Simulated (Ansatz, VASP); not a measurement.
# HfCl4F in VASP and in Ansatz

```
CELL_PARAMETERS angstrom
4.25650 0.00000 0.00000
0.00000 4.25650 0.00000
0.00000 0.00000 7.53826
ATOMIC_POSITIONS crystal
Hf 0.50000 0.50000 0.50000
Cl 0.00000 0.00000 0.67993
Cl 0.50000 0.50000 0.19640
Cl 0.50000 0.50000 0.80360
Cl 0.00000 0.00000 0.32007
F 0.00000 0.00000 0.00000
```

Change from the starting cell: species swapped into the LaPrC4 type (P4/mmm, No. 123).

Alike in both runs: functional PBE; k mesh 4 × 4 × 4; occupations gaussian, width 0.1 eV; no spin polarisation.

Ansatz relaxed the structure, and its values are those at the end. VASP's run is a single point on that final structure, the one shown.

|  | VASP | Ansatz |
| --- | --- | --- |
| version | VASP 6.6.1 | Ansatz 0.2.0 |
| potentials or method | VASP PAW PBE potentials, release 64 (Hf_pv, Cl, F) | scalar-relativistic, plane waves, PAW |
| plane-wave cutoff (eV) | 520 | 420 |
| valence electrons in the cell | 45 | 61 |

Ansatz gave:

| Property | Result |
| --- | --- |
| gap on the k mesh at the Fermi level (eV) | none |
| pressure (GPa) | 0.1 |
| rms of the force components (eV/Å) | 0.001 |

Q: Estimate VASP's values.

A: gap on the k mesh at the Fermi level (eV): none; pressure (GPa): -0.4; rms of the force components (eV/Å): 0.044.

A gap of «none» marks a metal or a gap that the smearing closes. The functional is the same, so the differences come from potentials, cutoffs and numerics. The two sets of potentials don't hold the same shells in valence.

Caveats: the k mesh is coarse (spacing up to 0.37 Å⁻¹), so the values aren't converged; an odd number of electrons without spin polarisation forces a metal; a magnetic or distorted state may lie lower. The runs have no spin-orbit coupling, so splittings on Hf are missing.
